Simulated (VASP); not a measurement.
Here is the system:

```
KF
1.0
    0.00000     2.72746     2.72746
    2.72746     0.00000     2.72746
    2.72746     2.72746     0.00000
K F
1 1
Direct
  0.00000   0.00000   0.00000
  0.50000   0.50000   0.50000
```

Level of theory: MS2 meta-GGA, VASP's PBE PAW potentials (set 64) (plane waves; VASP). Run with 520 eV cut-off, 9×9×9 Γ-centred mesh, Gaussian smearing of 0.050 eV, potentials K_sv F.

Task: Give the stress tensor in GPa (positive for a compressed cell).

Result: 
```
-1.75   0.00   0.00
 0.00  -1.75   0.00
 0.00   0.00  -1.75
```
The pressure is its mean diagonal, -1.75 GPa.

The compound is KF in the rock salt structure. This cell is one point of a volume scan, at 1.06 of the reference volume.
